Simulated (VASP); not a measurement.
Wanted: the native input for a VASP 6.6.1 run.

| Item | Value |
| --- | --- |
| Task | single point |
| Functional | PBE |
| Potentials or basis | VASP PAW PBE potentials, release 64 (Ba_sv, I, Br) |
| Cutoff | 520 eV |
| k mesh | 6 × 6 × 1 |
| Occupations | gaussian, width 0.02 eV |
| Spin | no spin polarisation |
| Dipole correction | yes |
| Further INCAR settings | ALGO = Normal; EDIFF = 1e-06; NBANDS = 19 |

The structure of BaIBr lies in POSCAR:

```
BaIBr
1.0
    4.2049792892      0.0000000000      0.0000000000
    0.0000000000      4.2049792892      0.0000000000
    0.0000000000      0.0000000000     31.0622224000
Ba I Br
1 1 1
Direct
    0.0000000000      0.0000000000      0.2945418188
    0.5000000000      0.5000000000      0.2294128561
    0.5000000000      0.5000000000      0.3489384359
```

The cell was built by a generator and needn't be a form met in nature.

These files were run (other wordings do the same):

INCAR

```
PREC = Accurate ; ENCUT = 520
EDIFF = 1E-6 ; ISMEAR = 0
SIGMA = 0.02 ; LREAL = False
LASPH = True ; NELM = 100
ALGO = Normal ; ISIF = 2
LWAVE = False ; LCHARG = False
LDIPOL = True ; IDIPOL = 3
DIPOL = 0.5 0.5 0.291 ; GGA = PE
NBANDS = 19
```

KPOINTS

```
Automatic mesh
0
Gamma
  6 6 1
```

Potentials or basis: VASP PAW PBE potentials, release 64 (Ba_sv, I, Br).

Command:

```sh
$ cat potpaw_PBE.64/Ba_sv/POTCAR potpaw_PBE.64/I/POTCAR potpaw_PBE.64/Br/POTCAR > POTCAR
$ mpirun -np 1 vasp_std > vasp.out
```

It gave:

```yaml
Largest_force: 0.060 eV/Å
Band_gap_on_the_k_mesh: 2.26 eV, indirect (least direct gap 2.41 eV)
```

Caveat: spin-orbit coupling is left out, which moves the levels of the heavy elements.

Wall time 98 s on 1 thread of AMD EPYC 9R45 96-Core Processor (Zen 5), on a shared host, peak memory 0.56 GiB.
